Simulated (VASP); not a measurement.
Level of theory: PBE GGA, VASP's PBE PAW potentials (set 64) (plane waves; VASP 6.6.1).

VASP ran on this input.

**POSCAR**
```
Ga2In2P4
1
    5.7211015842     0.0000000000     0.0000000000
    0.0000000000     5.7211015842     0.0000000000
    0.0000000000     0.0000000000     5.7514622999
In P Ga
2 4 2
Direct
  1.0000000000   1.0000000000   1.0000000000
  0.5000000000   0.5000000000   1.0000000000
  0.2500000000   0.2500000000   0.2707163026
  0.7500000000   0.7500000000   0.2707163026
  0.7500000000   0.2500000000   0.7292836974
  0.2500000000   0.7500000000   0.7292836974
  0.5000000000   0.0000000000   0.5000000000
  0.0000000000   0.5000000000   0.5000000000
```

INCAR:
```
SYSTEM = Ga2In2P4
PREC = Accurate; ENCUT = 400; LREAL = .FALSE.
LASPH = .TRUE.
EDIFF = 1E-6; NELM = 100; ALGO = Normal
LMAXMIX = 4
ISMEAR = 0; SIGMA = 0.05
GGA = PE
LWAVE = .TRUE.; LCHARG = .FALSE.
```

**KPOINTS**
```
Regular mesh
0
Gamma
  4 4 4
0 0 0
```

POTCAR, in this order: In_d P Ga_d (PBE.64 set). Program: vasp_std.

What will the output report for the number of irreducible k-points (NKPTS), largest plane-wave count, number of space-group operations, FFT grid (NGX, NGY, NGZ)?

```yaml
number of irreducible k-points (NKPTS): 18
largest_plane_wave_count: 3448
number_of_space_group_operations: 8
FFT grid (NGX, NGY, NGZ): 40 × 40 × 40
```

The structure was generated: Ga2In2P4 was put into an ordered model structure (P-4m2), which need not be its known phase. It was relaxed first.
